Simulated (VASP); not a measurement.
A run of VASP 6.6.1 is set up as follows.

File INCAR:

```
SYSTEM = Ag3TeH
PREC     = Accurate       ! precision mode
ENCUT    = 520            ! plane-wave cutoff, eV
EDIFF    = 1E-6           ! SCF threshold, eV
ISMEAR   = 0              ! smearing method
SIGMA    = 0.05           ! smearing width, eV
LREAL    = .FALSE.        ! projectors in reciprocal space
LASPH    = .TRUE.         ! aspherical terms in the spheres
NELM     = 60             ! most SCF steps
ALGO     = Fast           ! electronic algorithm
ISIF     = 2              ! what is computed and relaxed
LWAVE    = .FALSE.        ! write WAVECAR
LCHARG   = .TRUE.         ! write CHGCAR
GGA      = PE             ! functional
LELF     = .TRUE.         ! ELF
LVHAR    = .TRUE.       
NBANDS   = 28             ! bands
```

Contents of KPOINTS:

```
regular mesh
0
G
  4 4 4
  0 0 0
```

POSCAR

```
Ag3TeH
1.0
    4.4214194760      0.0000000000      0.0000000000
    0.0000000000      4.4214194760      0.0000000000
    0.0000000000      0.0000000000      4.4214194760
Te H Ag
1 1 3
Direct
    0.0000000000      0.0000000000      0.0000000000
    0.5000000000      0.5000000000      0.5000000000
    0.5000000000      0.5000000000      0.0000000000
    0.5000000000      0.0000000000      0.5000000000
    0.0000000000      0.5000000000      0.5000000000
```

Potentials or basis: VASP PAW PBE potentials, release 64 (Te, H, Ag).

The run is started by

```console
$ cat potpaw_PBE.64/Te/POTCAR potpaw_PBE.64/H/POTCAR potpaw_PBE.64/Ag/POTCAR > POTCAR
$ mpirun -np 1 vasp_std > vasp.out
```

Q: Predict the band gap on the k mesh.

A: 0.03 eV, indirect (least direct gap 0.69 eV).

Q: Predict the pressure.

A: 0.7 GPa.

Caveat: spin-orbit coupling is left out, which moves the levels of the heavy elements. A k mesh can miss the band edges.
